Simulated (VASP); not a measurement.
Computed with PBE GGA, VASP's PBE PAW potentials (set 64) (plane waves; VASP).

Input for VASP

INCAR:
```
SYSTEM=Ba
PREC=Normal; ENCUT=400; LREAL=.FALSE.
LASPH=.TRUE.
EDIFF=1E-5; NELM=100; NELMIN=4
ALGO=Fast; LMAXMIX=4
ISMEAR=1; SIGMA=0.1
GGA=PE
IBRION=2; NSW=20; ISIF=2
EDIFFG=-0.03
LWAVE=.FALSE.; LCHARG=.FALSE.
```

File POSCAR:
```
Ba
1.0
 -2.5135857515   2.5135857515   2.5135857515
  2.5135857515  -2.5135857515   2.5135857515
  2.5135857515   2.5135857515  -2.5135857515
Ba
1
Cartesian
  0.0000000000   0.0000000000   0.0000000000
```

**KPOINTS**
```
Automatic mesh
0
Gamma
12 12 12
0 0 0
```

POTCAR, in this order: Ba_sv (PBE.64 set). Program: vasp_std.

The run wrote:

OSZICAR:
```
       N       E                     dE             d eps       ncg     rms          rms(c)
DAV:   1     0.509837522937E+02    0.50984E+02   -0.37336E+03  1296   0.742E+02
DAV:   2     0.710252049392E-01   -0.50913E+02   -0.50167E+02  1543   0.139E+02
DAV:   3    -0.185887483368E+01   -0.19299E+01   -0.19222E+01  1676   0.320E+01
DAV:   4    -0.190678329948E+01   -0.47908E-01   -0.47874E-01  1993   0.420E+00
DAV:   5    -0.190714544232E+01   -0.36214E-03   -0.36207E-03  1816   0.314E-01    0.162E+00
RMM:   6    -0.190698861703E+01    0.15683E-03   -0.22622E-03  1296   0.598E-01    0.971E-01
RMM:   7    -0.190749768916E+01   -0.50907E-03   -0.66272E-03  1296   0.107E+00    0.428E-02
RMM:   8    -0.190771899863E+01   -0.22131E-03   -0.88397E-04  1468   0.202E-01    0.203E-02
RMM:   9    -0.190774429969E+01   -0.25301E-04   -0.16145E-04  1199   0.576E-02    0.109E-02
RMM:  10    -0.190774913194E+01   -0.48323E-05   -0.36757E-05  1028   0.356E-02
   1 F= -.19077491E+01 E0= -.19077147E+01  d E =-.190775E+01
```

**OUTCAR**
```
------------------------ aborting loop because EDIFF is reached ----------------------------------------
  FORCE on cell =-STRESS in cart. coord.  units (eV):
  Direction    XX          YY          ZZ          XY          YZ          ZX
  --------------------------------------------------------------------------------------
  Total        0.0035842      0.0035842      0.0035842     -0.0000000      0.0000000     -0.0000000
  in kB        0.0903976      0.0903976      0.0903976     -0.0000000      0.0000000     -0.0000000
  external PRESSURE =       0.0903976 kB  Pullay stress =       0.0000000 kB
  volume of cell :       63.52
      direct lattice vectors                 reciprocal lattice vectors
    -2.513585751  2.513585751  2.513585751     0.000000000  0.198919014  0.198919014
     2.513585751 -2.513585751  2.513585751     0.198919014  0.000000000  0.198919014
     2.513585751  2.513585751 -2.513585751     0.198919014  0.198919014  0.000000000
 POSITION                                       TOTAL-FORCE (eV/Angst)
 -----------------------------------------------------------------------------------
      0.00000      0.00000      0.00000         0.000000     -0.000000      0.000000
 -----------------------------------------------------------------------------------
    total drift:                                0.000000      0.000000     -0.000000
  FREE ENERGIE OF THE ION-ELECTRON SYSTEM (eV)
  ---------------------------------------------------
  free  energy   TOTEN  =        -1.9077491319 eV

  energy  without entropy=       -1.9076459263  energy(sigma->0) =       -1.90771473

 reached required accuracy - stopping structural energy minimisation
```
(Selected blocks of OUTCAR.)

The compound is Ba in the bcc structure. It was relaxed first.
